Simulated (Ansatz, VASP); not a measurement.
# CsPbCl3 in two plane-wave programs, part 2 of 2

Wanted: the spread between two codes on one cell, functional and k mesh. The cell is taken from a series of VASP runs on this material, whose earlier steps may have relaxed, scaled or displaced it; both programs get it as it stands.

VASP 6.6.1 and Ansatz 0.2.0.

So far. Step 2 (VASP: single point, PBEsol): The run ends at a pressure of 0.16 GPa. Step 3 (Ansatz: single point, PBEsol): The run ends at a pressure of 0.19 GPa.

### 5. VASP: single point, PBEsol, spin-orbit coupling

Level of this step: PBEsol, spin-orbit coupling; plane waves and PAW (Cs_sv, Pb_d, Cl) (VASP).

A single point gives forces, pressure and levels at one fixed geometry, so differences don't come from the geometry; what else differs is listed under the comparison.

INCAR reads:

```
SYSTEM = CsPbCl3
PREC = Accurate
ENCUT = 400
EDIFF = 1E-08
NELM = 100
ISMEAR = 0
SIGMA = 0.02
LREAL = .FALSE.
ALGO = Normal
GGA = PS
LNONCOLLINEAR = .TRUE.
MAGMOM = 0 0 0 0 0 0 0 0 0 0 0 0 0 0 0
NBANDS = 56
GGA_COMPAT = .FALSE.
LASPH = .TRUE.
LSORBIT = .TRUE.
LORBIT = 11
LWAVE = .FALSE.
LCHARG = .FALSE.
KPAR = 4
```

POSCAR reads:

```
CsPbCl3
1.0
    5.6050000000      0.0000000000      0.0000000000
    0.0000000000      5.6050000000      0.0000000000
    0.0000000000      0.0000000000      5.6050000000
Cs Pb Cl
1 1 3
Direct
    0.0000000000      0.0000000000      0.0000000000
    0.5000000000      0.5000000000      0.5000000000
    0.5000000000      0.5000000000      0.0000000000
    0.0000000000      0.5000000000      0.5000000000
    0.5000000000      0.0000000000      0.5000000000
```

KPOINTS reads:

```
Automatic mesh
0
Gamma
6 6 6
0 0 0
```

KPOINTS_OPT reads:

```
points round the band edges
26
Reciprocal
  0.5000000000   0.5000000000   0.5000000000 1
  0.5000000000   0.5000000000   0.5000000000 1
  0.4928634924   0.5000000000   0.5000000000 1
  0.5071365076   0.5000000000   0.5000000000 1
  0.5000000000   0.4928634924   0.5000000000 1
  0.5000000000   0.5071365076   0.5000000000 1
  0.5000000000   0.5000000000   0.4928634924 1
  0.5000000000   0.5000000000   0.5071365076 1
  0.4732380963   0.5000000000   0.5000000000 1
  0.5267619037   0.5000000000   0.5000000000 1
  0.5000000000   0.4732380963   0.5000000000 1
  0.5000000000   0.5267619037   0.5000000000 1
  0.5000000000   0.5000000000   0.4732380963 1
  0.5000000000   0.5000000000   0.5267619037 1
  0.4928634924   0.5000000000   0.5000000000 1
  0.5071365076   0.5000000000   0.5000000000 1
  0.5000000000   0.4928634924   0.5000000000 1
  0.5000000000   0.5071365076   0.5000000000 1
  0.5000000000   0.5000000000   0.4928634924 1
  0.5000000000   0.5000000000   0.5071365076 1
  0.4732380963   0.5000000000   0.5000000000 1
  0.5267619037   0.5000000000   0.5000000000 1
  0.5000000000   0.4732380963   0.5000000000 1
  0.5000000000   0.5267619037   0.5000000000 1
  0.5000000000   0.5000000000   0.4732380963 1
  0.5000000000   0.5000000000   0.5267619037 1
```

PAW data sets: Cs_sv, Pb_d and Cl (PBE family, release 64).

Command:

```
$ mpirun -np 4 vasp_ncl
```

Numbers of over 12 decimals in the logs are rounded to 6 here.

Output:

```text
[banner, memory and clock lines left out]
running    4 mpi-ranks, on    1 nodes
[...]
[... a notice as in an earlier step ...]

 LDA part: xc-table for (Slater+PW92), standard interpolation
 POSCAR, INCAR and KPOINTS ok, starting setup
[...]
entering main loop
       N       E                     dE             d eps       ncg     rms          rms(c)
DAV:   1     0.386940558824E+03    0.38694E+03   -0.16634E+04  2240   0.118E+03
DAV:   2     0.381888370364E+02   -0.34875E+03   -0.33432E+03  2632   0.313E+02
DAV:   3    -0.174689172816E+02   -0.55658E+02   -0.55185E+02  3032   0.146E+02
DAV:   4    -0.194826207785E+02   -0.20137E+01   -0.20073E+01  2960   0.352E+01
[...]
DAV:  17    -0.188939302895E+02   -0.47331E-07   -0.41462E-08  3016   0.154E-03    0.286E-04
DAV:  18    -0.188939302743E+02    0.15234E-07   -0.33319E-09  1680   0.380E-04    0.101E-04
DAV:  19    -0.188939302674E+02    0.68867E-08   -0.16977E-09  1624   0.418E-04
   1 F= -.18893930E+02 E0= -.18893930E+02  d E =-.213661E-35  mag=    -0.0000     0.0000     0.0000
 Start KPOINTS_OPT (optional k-point list driver)
k-point batch [1-20\26]
       N       E                     dE             ncg
DAV:   1     0.122848971369E+04   -0.19972E+05     2240
DAV:   2    -0.550517972886E+04   -0.67337E+04     2608
DAV:   3    -0.658284657930E+04   -0.10777E+04     2904
DAV:   4    -0.663539891551E+04   -0.52552E+02     2648
[...]
DAV:  10    -0.663858559728E+04   -0.22229E-06     2200
DAV:  11    -0.663858559729E+04   -0.17772E-07     1880
DAV:  12    -0.663858559729E+04   -0.78489E-09     1608
k-point batch [21-26\26]
       N       E                     dE             ncg
DAV:   1     0.150154283547E+05   -0.58846E+04      672
DAV:   2     0.129843961196E+05   -0.20310E+04      800
DAV:   3     0.126688081331E+05   -0.31559E+03      864
DAV:   4     0.126539070862E+05   -0.14901E+02      800
[...]
DAV:   9     0.126531306360E+05   -0.72412E-06      928
DAV:  10     0.126531306359E+05   -0.42863E-07      648
DAV:  11     0.126531306359E+05   -0.29377E-08      568
```

Parts of OUTCAR (step 5):

```text
  Total        0.0728549      0.0728549      0.0728549      0.0000000      0.0000000      0.0000000
  in kB        0.6628917      0.6628917      0.6628917      0.0000000      0.0000000      0.0000000
  external PRESSURE =       0.6628917 kB  Pullay stress =       0.0000000 kB

 POSITION                                       TOTAL-FORCE (eV/Angst)
 -----------------------------------------------------------------------------------
      0.00000      0.00000      0.00000         0.000000      0.000000      0.000000
      2.80250      2.80250      2.80250         0.000000      0.000000      0.000000
      2.80250      2.80250      0.00000         0.000000      0.000000      0.000000
      0.00000      2.80250      2.80250         0.000000      0.000000      0.000000
      2.80250      0.00000      2.80250         0.000000      0.000000      0.000000
 -----------------------------------------------------------------------------------
    total drift:                               -0.000000      0.000000     -0.000000

  FREE ENERGIE OF THE ION-ELECTRON SYSTEM (eV)
  ---------------------------------------------------
  free  energy   TOTEN  =       -18.8939302674 eV

  energy  without entropy=      -18.8939302674  energy(sigma->0) =      -18.89393027

 magnetization (x)
# of ion       s       p       d       tot
------------------------------------------
    1       -0.000  -0.000   0.000  -0.000
    2        0.000   0.000  -0.000  -0.000
    3        0.000   0.000   0.000   0.000
    4        0.000   0.000   0.000   0.000
    5        0.000   0.000   0.000   0.000
--------------------------------------------------
tot          0.000  -0.000  -0.000   0.000

 magnetization (y)
# of ion       s       p       d       tot
------------------------------------------
    1        0.000  -0.000  -0.000  -0.000
    2        0.000  -0.000   0.000  -0.000
    3       -0.000  -0.000   0.000  -0.000
    4       -0.000   0.000   0.000  -0.000
    5       -0.000   0.000   0.000  -0.000
--------------------------------------------------
tot         -0.000  -0.000  -0.000  -0.000

 magnetization (z)
# of ion       s       p       d       tot
------------------------------------------
    1       -0.000   0.000  -0.000   0.000
    2        0.000   0.000   0.000   0.000
    3       -0.000   0.000   0.000  -0.000
    4       -0.000   0.000   0.000  -0.000
    5        0.000   0.000   0.000   0.000
--------------------------------------------------
tot          0.000   0.000   0.000   0.000

[... 1 part as in an earlier step ...]

[... 2 further parts left out ...]
[key lines of the parts left out:]
E-fermi :   1.8956
```

VASP adds spin-orbit coupling inside the spheres on scalar-relativistic partial waves, which describe the 6p1/2 states imperfectly, so such gaps can be off by a tenth of an eV or more.

### 6. Ansatz: single point, PBEsol, spin-orbit coupling

The same cell, functional, mesh and smearing now go to Ansatz, which takes its cutoff from its data sets.

The cell is taken from a series of VASP runs on this material, whose earlier steps may have relaxed, scaled or displaced it; both programs get it as it stands.

input.yaml reads:

```yaml
crystal:
  lattice:
    - [5.605, 0.0, 0.0]
    - [0.0, 5.605, 0.0]
    - [0.0, 0.0, 5.605]
  atoms:
    - { symbol: Cs, position: [0.0, 0.0, 0.0] }
    - { symbol: Pb, position: [0.5, 0.5, 0.5] }
    - { symbol: Cl, position: [0.5, 0.5, 0.0] }
    - { symbol: Cl, position: [0.0, 0.5, 0.5] }
    - { symbol: Cl, position: [0.5, 0.0, 0.5] }
hamiltonian:
  xc: pbesol
  pseudopotentials: { kind: paw_fr }
magnetization:
  noncollinear: true
  spin_orbit: true
kpoints:
  mp_grid: { grid: [6, 6, 6] }
scf:
  occupations: { method: gaussian, width: 0.02 }
  n_extra_bands: 10
output:
  forces: true
  stress: true
  eigenvalues: true
```

Command:

```
$ ansatz run input.yaml --threads 2 --pin off --max-ram 4608MiB --backend cpu --events-out ev --progress --plain --runs-dir out
```

Output:

```text
[...]
non-collinear run that drives no moment, with spin-orbit: no starting moment large enough to seed its density (crystal.atoms[].spin), no starting occupations that ask for one, no magnetisation constraint and no magnetic field, so the semilocal B_xc is pinned to zero
Crystal: 5 atoms, lattice volume = 176.087 Å³
[...]
k-point 0: bands = [... 40 lower, 1.5185, 1.5185, 1.5185, 1.5185, 7.2165, 7.2165, 8.2054, 8.2054, ... 6 higher]
  k-point 1: bands = [... 40 lower, 1.4883, 1.4883, 1.5157, 1.5157, 7.4748, 7.4748, 8.3285, 8.3285, ... 6 higher]
  k-point 2: bands = [... 40 lower, 1.4227, 1.4227, 1.8299, 1.8299, 7.2698, 7.2698, 8.1770, 8.1770, ... 6 higher]
  k-point 19: bands = [... 40 lower, 1.8146, 1.8146, 4.0449, 4.0449, 4.6281, 4.6281, 6.2573, 6.2573, ... 6 higher]
[key lines of the parts left out:]
SCF converged after 8 iterations
Magnetization: |M| = 0.0000 μB,  M = (+0.0000, +0.0000, +0.0000) μB
Free energy (F): -20572.341484 eV
Fermi energy:    4.336514 eV
P = ⅓ Tr σ = 0.0627 GPa (0.627 kbar)
```

Elapsed: 23 s, on 2 threads of Arm Neoverse V1, shared host; peak memory 0.9 GiB.

The run ends at a pressure of 0.06 GPa.

### 7. Comparison

What differs besides the data sets and the points named for the pairs above, as far as they apply: spin-orbit coupling enters by fully relativistic files in Ansatz and inside the spheres in VASP. Total energies have different zeros and are not compared.

Both answers:

```tsv
quantity	Ansatz	VASP	difference
pressure (GPa)	0.06	0.07	0.00
gap on the k mesh (eV)	0.583	0.743	-0.160
```

A gap on the mesh is an upper bound, since the band edges may lie between its points.

### 8. What the set-up changes

Further runs change the set-up of one program: Ansatz's method, potentials or start, or VASP's data sets, cutoff or form of LDA. The table gives Ansatz less VASP for each quantity, since a change that brings one quantity closer may part another.

```tsv
run	pressure (GPa)	gap on the k mesh (eV)
as above	-0.0036	-0.16
cores kept as stored	0.0024	-0.16
norm-conserving potentials (cutoff 789 eV)	0.051	-0.16
```

### 9. VASP: band structure, PBEsol

The same path points are solved in both programs, so levels can be compared one by one. The cell compared in this pair holds 175.21 Å³, against 176.09 Å³ for the pair before.

INCAR reads:

```
SYSTEM = CsPbCl3
PREC = Accurate
ENCUT = 400
EDIFF = 1E-06
NELM = 100
ISMEAR = 0
SIGMA = 0.02
LREAL = .FALSE.
ALGO = Normal
GGA = PS
NBANDS = 37
LORBIT = 11
LWAVE = .FALSE.
LCHARG = .FALSE.
KPAR = 4
ISIF = 2
```

Changes to POSCAR since step 5:

```diff
@@ -2,3 +2,3 @@
 1.0
-    5.6050000000      0.0000000000      0.0000000000
+    5.5769750000      0.0000000000      0.0000000000
     0.0000000000      5.6050000000      0.0000000000
```

KPOINTS is that of step 5.

KPOINTS_OPT reads:

```
Line mode
16
Line-mode
Reciprocal
  0.00000000   0.00000000   0.00000000 GAMMA
  0.00000000   0.00000000   0.50000000 X

  0.00000000   0.00000000   0.50000000 X
  0.00000000   0.50000000   0.50000000 M

  0.00000000   0.50000000   0.50000000 M
  0.00000000   0.00000000   0.00000000 GAMMA

  0.00000000   0.00000000   0.00000000 GAMMA
  0.50000000   0.00000000   0.00000000 Z

  0.50000000   0.00000000   0.00000000 Z
  0.50000000   0.00000000   0.50000000 R

  0.50000000   0.00000000   0.50000000 R
  0.50000000   0.50000000   0.50000000 A

  0.50000000   0.50000000   0.50000000 A
  0.50000000   0.00000000   0.00000000 Z

  0.00000000   0.00000000   0.50000000 X
  0.50000000   0.00000000   0.50000000 R

  0.00000000   0.50000000   0.50000000 M
  0.50000000   0.50000000   0.50000000 A
```

Command:

```
$ mpirun -np 4 vasp_std
```

Output:

```text
[... set-up lines as in an earlier step ...]
 entering main loop
       N       E                     dE             d eps       ncg     rms          rms(c)
DAV:   1     0.357664399177E+03    0.35766E+03   -0.16316E+04  2960   0.893E+02
DAV:   2     0.242496656198E+02   -0.33341E+03   -0.30845E+03  3387   0.244E+02
DAV:   3    -0.174905361252E+02   -0.41740E+02   -0.41150E+02  3793   0.980E+01
DAV:   4    -0.190112283180E+02   -0.15207E+01   -0.15166E+01  3511   0.227E+01
[...]
DAV:  11    -0.183816452668E+02   -0.35889E-04   -0.95275E-05  3997   0.570E-02    0.120E-02
DAV:  12    -0.183816467543E+02   -0.14875E-05   -0.24831E-05  3734   0.521E-02    0.476E-03
DAV:  13    -0.183816468308E+02   -0.76513E-07   -0.27546E-06  3712   0.133E-02
   1 F= -.18381647E+02 E0= -.18381647E+02  d E =-.515688E-17
 Start KPOINTS_OPT (optional k-point list driver)
k-point batch [1-40\144]
       N       E                     dE             ncg
DAV:   1     0.134855179209E+04   -0.23344E+05     2968
DAV:   2    -0.118472775811E+05   -0.13196E+05     3419
DAV:   3    -0.134834315138E+05   -0.16362E+04     3912
DAV:   4    -0.135419226036E+05   -0.58491E+02     3391
DAV:   5    -0.135442326495E+05   -0.23100E+01     3975
DAV:   6    -0.135443316484E+05   -0.98999E-01     3946
DAV:   7    -0.135443342783E+05   -0.26299E-02     4282
DAV:   8    -0.135443342927E+05   -0.14354E-04     3325
DAV:   9    -0.135443342932E+05   -0.49109E-06     2308
[...]
k-point batch [121-144\144]
       N       E                     dE             ncg
DAV:   1     0.120466481234E+05   -0.22085E+05     1776
DAV:   2     0.424709367324E+04   -0.77996E+04     2030
DAV:   3     0.323571870284E+04   -0.10114E+04     2342
DAV:   4     0.319962735300E+04   -0.36091E+02     2030
DAV:   5     0.319825311839E+04   -0.13742E+01     2420
DAV:   6     0.319819972436E+04   -0.53394E-01     2439
DAV:   7     0.319819893895E+04   -0.78541E-03     2458
DAV:   8     0.319819892274E+04   -0.16208E-04     1981
DAV:   9     0.319819892243E+04   -0.31681E-06     1366
```

From OUTCAR (step 9):

```text
  Total        0.5115580      0.2148289      0.2148289      0.0000000      0.0000000      0.0000000
  in kB        4.6779500      1.9645063      1.9645063      0.0000000      0.0000000      0.0000000
  external PRESSURE =       2.8689875 kB  Pullay stress =       0.0000000 kB

 POSITION                                       TOTAL-FORCE (eV/Angst)
 -----------------------------------------------------------------------------------
      0.00000      0.00000      0.00000         0.000000      0.000000      0.000000
      2.78849      2.80250      2.80250         0.000000      0.000000      0.000000
      2.78849      2.80250      0.00000         0.000000      0.000000      0.000000
      0.00000      2.80250      2.80250         0.000000      0.000000      0.000000
      2.78849      0.00000      2.80250         0.000000      0.000000      0.000000
 -----------------------------------------------------------------------------------
    total drift:                                0.000000      0.000000      0.000000

  FREE ENERGIE OF THE ION-ELECTRON SYSTEM (eV)
  ---------------------------------------------------
  free  energy   TOTEN  =       -18.3816468308 eV

  energy  without entropy=      -18.3816468308  energy(sigma->0) =      -18.38164683

[... 3 further parts left out ...]
[key lines of the parts left out:]
E-fermi :   1.8861
```

The run ends at a pressure of 0.29 GPa.

### 10. Ansatz: band structure, PBEsol

The same cell, functional, mesh and smearing now go to Ansatz, which takes its cutoff from its data sets.

The cell is taken from a series of VASP runs on this material, whose earlier steps may have relaxed, scaled or displaced it; both programs get it as it stands.

input.yaml reads:

```yaml
crystal:
  lattice:
    - [5.576975, 0.0, 0.0]
    - [0.0, 5.605, 0.0]
    - [0.0, 0.0, 5.605]
  atoms:
    - { symbol: Cs, position: [0.0, 0.0, 0.0] }
    - { symbol: Pb, position: [0.5, 0.5, 0.5] }
    - { symbol: Cl, position: [0.5, 0.5, 0.0] }
    - { symbol: Cl, position: [0.0, 0.5, 0.5] }
    - { symbol: Cl, position: [0.5, 0.0, 0.5] }
hamiltonian:
  xc: pbesol
  pseudopotentials: { kind: paw }
kpoints:
  mp_grid: { grid: [6, 6, 6] }
  band_path:
    path:
      - [0.0, 0.0, 0.0]
      - [0.0, 0.0, 0.13333]
      - [0.0, 0.0, 0.3]
      - [0.0, 0.0, 0.46667]
      - [0.0, 0.1, 0.5]
      - [0.0, 0.26667, 0.5]
      - [0.0, 0.43333, 0.5]
      - [0.0, 0.43333, 0.43333]
      - [0.0, 0.26667, 0.26667]
      - [0.0, 0.1, 0.1]
      - [0.03333, 0.0, 0.0]
      - [0.2, 0.0, 0.0]
      - [0.36667, 0.0, 0.0]
      - [0.5, 0.0, 0.0]
      - [0.5, 0.0, 0.16667]
      - [0.5, 0.0, 0.3]
      - [0.5, 0.0, 0.46667]
      - [0.5, 0.1, 0.5]
      - [0.5, 0.26667, 0.5]
      - [0.5, 0.43333, 0.5]
      - [0.5, 0.5, 0.5]
      - [0.5, 0.43333, 0.43333]
      - [0.5, 0.26667, 0.26667]
      - [0.5, 0.1, 0.1]
      - [0.03333, 0.0, 0.5]
      - [0.2, 0.0, 0.5]
      - [0.36667, 0.0, 0.5]
      - [0.0, 0.5, 0.5]
      - [0.16667, 0.5, 0.5]
      - [0.33333, 0.5, 0.5]
      - [0.5, 0.5, 0.5]
    npoints: 1
scf:
  occupations: { method: gaussian, width: 0.02 }
  n_extra_bands: 8
output:
  forces: true
  stress: true
  eigenvalues: true
  write_density: true
  write_potential: true
  elf: true
  volumetric_format: npy
```

Command:

```
$ ansatz run input.yaml --threads 2 --pin off --max-ram 4608MiB --backend cpu --events-out ev --progress --plain --runs-dir out
```

Output:

```text
[...]
Crystal: 5 atoms, lattice volume = 175.206 Å³
Basis set: ecut = 420 eV, 3407 PW (Γ), exchange–correlation on 80×80×80 points (8 copies of the dense FFT grid, shifted against one another)
Bands: 30, of which v1, the nominal top of the filled ones, is band 22 counted from 1 (21 counted from 0)
Symmetry: 16 space group operations
[...]
k-points: 40 of 216
[...]
k-point 0: bands = [... 18 lower, 1.4188, 1.5240, 1.5240, 1.5259, 7.2735, 8.2487, 8.2620, 9.1349, ... 4 higher]
  k-point 1: bands = [... 18 lower, 1.3933, 1.4949, 1.4977, 1.5333, 7.5358, 8.4406, 8.4531, 9.2246, ... 4 higher]
  k-point 2: bands = [... 18 lower, 1.3429, 1.4359, 1.4408, 1.8729, 7.7205, 8.3753, 8.9063, 9.0053, ... 4 higher]
  k-point 39: bands = [... 18 lower, 1.8519, 1.8543, 1.8543, 4.0980, 5.8620, 5.8620, 5.9001, 9.0396, ... 4 higher]
[key lines of the parts left out:]
SCF converged after 6 iterations
Free energy (F): -20530.621421 eV
Fermi energy:    4.979914 eV
P = ⅓ Tr σ = 0.3201 GPa (3.201 kbar)
```

Elapsed: 11 s, on 2 threads; peak memory 0.52 GiB; 21 s of CPU time.

### 11. Side by side

Compared:

```tsv
quantity	Ansatz	VASP	difference
pressure (GPa)	0.32	0.29	+0.03
gap over the path points (eV)	1.764	1.772	-0.008
```

Levels at points of the path, from each program's valence-band top (eV; 4 filled, then empty):

```tsv
k (reciprocal lattice)	Ansatz	VASP
0.000 0.000 0.000	-2.68 -2.57 -2.57 -2.57 3.18 4.15 4.16	-2.67 -2.57 -2.57 -2.57 3.18 4.16 4.17
0.000 0.000 0.133	-2.70 -2.59 -2.59 -2.57 3.35 4.28 4.29	-2.69 -2.59 -2.59 -2.57 3.35 4.28 4.29
0.000 0.000 0.300	-2.75 -2.65 -2.65 -2.35 3.75 4.30 4.71	-2.74 -2.65 -2.64 -2.34 3.75 4.31 4.72
0.000 0.000 0.467	-2.78 -2.69 -2.69 -1.76 2.94 4.54 5.07	-2.77 -2.69 -2.68 -1.75 2.95 4.54 5.08
0.000 0.100 0.500	-2.70 -2.69 -2.65 -1.70 2.85 4.63 4.98	-2.70 -2.69 -2.65 -1.69 2.86 4.64 5.00
0.000 0.267 0.500	-2.79 -2.70 -2.42 -1.45 2.61 3.81 5.02	-2.78 -2.70 -2.42 -1.45 2.62 3.82 5.04
0.000 0.433 0.500	-2.86 -2.77 -2.27 -0.94 2.40 2.55 4.87	-2.86 -2.76 -2.27 -0.94 2.41 2.56 4.90
0.000 0.433 0.433	-2.85 -2.75 -2.28 -1.04 2.55 2.59 4.89	-2.85 -2.74 -2.28 -1.04 2.56 2.60 4.91
0.000 0.267 0.267	-2.72 -2.68 -2.45 -2.21 3.89 3.96 4.52	-2.71 -2.67 -2.45 -2.20 3.90 3.97 4.53
0.000 0.100 0.100	-2.68 -2.60 -2.59 -2.56 3.37 4.29 4.30	-2.67 -2.59 -2.59 -2.56 3.37 4.29 4.31
```

Among the levels compared at these points, filled levels agree within 6 meV and empty ones within 25 meV.

### 12. Summary of results

* difference in gap on the k mesh (single point, PBEsol): -0.0081 eV
* difference in gap on the k mesh (single point, PBEsol, spin-orbit coupling): -0.16 eV
* difference in gap over the path points (band structure, PBEsol): -0.0080 eV

**Reading.** The difference in gap on the k mesh is -0.16 eV (single point, PBEsol, spin-orbit coupling), beyond the 0.08 eV picked in this series as the mark of a large difference. Single point, PBEsol, spin-orbit coupling, cores kept as stored: the difference in pressure goes from -0.0036 to 0.0024 GPa. Single point, PBEsol, spin-orbit coupling, norm-conserving potentials (cutoff 789 eV): the difference in pressure goes from -0.0036 to 0.051 GPa. 3 further runs of this series are not shown here. How closely two codes agree says nothing of how well the functional describes the real material.

[Lines on the potential files, build, host, timing and source positions are cut from VASP's logs without a mark.]

[Logs are printed without paths, hosts, clocks, repeated set-up lines and the standing remarks that a program may print on its own settings, such as how far it seeks lower states.]

[Hosts, paths, dates, database ids (printed as entryN), source tags and the programs' standing remarks are cut or masked in the printed files.]
